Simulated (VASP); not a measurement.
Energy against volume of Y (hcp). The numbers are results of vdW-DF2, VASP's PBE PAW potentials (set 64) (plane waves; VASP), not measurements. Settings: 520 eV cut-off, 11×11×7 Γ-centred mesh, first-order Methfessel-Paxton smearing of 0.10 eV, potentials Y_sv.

Shape and ions are relaxed at each volume.

| V (Å³/atom) | E (eV/atom) |
|---|---|
| 31.706 | -3.50700 |
| 32.718 | -3.52068 |
| 33.730 | -3.52556 |
| 34.742 | -3.52254 |

Question: Fit these four points and predict the energy of the run at 35.754 Å³/atom.

Answer: A cubic in V^(−2/3), the third-order Birch-Murnaghan form, passes through the four points with V0 = 33.83 Å³/atom and B0 = 41 GPa, and gives -3.5124 eV/atom there. The run gave -3.5126 eV/atom, -0.1 meV/atom from the fit; all five points give B0 = 41 GPa.

The compound is Y in the hcp structure. It was relaxed first.
